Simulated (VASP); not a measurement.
# ZnS (relaxed from the zinc blende structure, space group F-43m): computed properties

The numbers are results of r2SCAN meta-GGA, VASP's PBE PAW potentials (set 64) (plane waves; VASP), not measurements.

```yaml
space_group: F-43m (216)
cell: a = b = c = 5.3812 Å, α = β = γ = 90.00°
volume_per_atom: 19.48 Å³/atom
band gap (over mesh and band path): 2.73 eV
smallest direct gap (over mesh and band path): 2.73 eV
band_edge_character: direct, Γ to Γ
density: 4.15 g/cm³
```

```
ZnS
1.0
    0.00000     2.69059     2.69059
    2.69059     0.00000     2.69059
    2.69059     2.69059     0.00000
Zn S
1 1
Cartesian
  5.38119   2.69059   2.69059
  1.34530   1.34530   1.34530
```

The structure was generated: ZnS was put into the zinc blende type (F-43m), which need not be its known phase. It was relaxed first, which changed the volume by +8 %. Symmetry was kept, so distortions that lower it aren't found.
